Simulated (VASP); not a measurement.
Level of theory: vdW-DF2, VASP's PBE PAW potentials (set 64) (plane waves; VASP).

The input files of a VASP run:

POSCAR:
```
Ba
1.0
 -2.5274690241   2.5274690241   2.5274690241
  2.5274690241  -2.5274690241   2.5274690241
  2.5274690241   2.5274690241  -2.5274690241
Ba
1
Direct
  0.0000000000   0.0000000000   0.0000000000
```

INCAR:
```
AGGAC=0.0
ALGO=Normal
EDIFF=1E-7
ENCUT=520
GGA=ML
ISIF=2
ISMEAR=-5
LASPH=.TRUE.
LCHARG=.TRUE.
LMAXMIX=4
LORBIT=11
LREAL=.FALSE.
LUSE_VDW=.TRUE.
LWAVE=.FALSE.
NEDOS=601
NELM=100
PREC=Accurate
SYSTEM=Ba
ZAB_VDW=-1.8867
```

**KPOINTS**
```
Automatic mesh
0
Gamma
  11 11 11
```

POTCAR, in this order: Ba_sv (PBE.64 set). Program: vasp_std.

Unless said otherwise, spin-orbit coupling is left out, though it shifts the bands of the heavy elements here.

Q: Predict the energy per atom (σ→0), band gap (on the k-mesh).

A: 
```yaml
energy per atom (σ→0): 0.395 eV/atom
band gap (on the k-mesh): none (metal, semimetal or under 0.01 eV)
```

File OSZICAR:
```
...
DAV:   9     0.394896220954E+00   -0.78503E-03   -0.19063E-03  1244   0.531E-01    0.287E-02
DAV:  10     0.394832909246E+00   -0.63312E-04   -0.20085E-04  1509   0.150E-01    0.669E-03
DAV:  11     0.394831368944E+00   -0.15403E-05   -0.50547E-06  1342   0.280E-02    0.212E-03
DAV:  12     0.394831675111E+00    0.30617E-06   -0.23985E-07  1537   0.632E-03    0.112E-03
DAV:  13     0.394831953096E+00    0.27798E-06   -0.14377E-07  1064   0.525E-03    0.251E-04
DAV:  14     0.394832087076E+00    0.13398E-06   -0.19158E-08   617   0.166E-03    0.446E-05
DAV:  15     0.394832101039E+00    0.13963E-07   -0.23284E-09   593   0.385E-04
   1 F= 0.39483210E+00 E0= 0.39483210E+00  d E =0.000000E+00
```

The compound is Ba in the bcc structure. It was relaxed first.
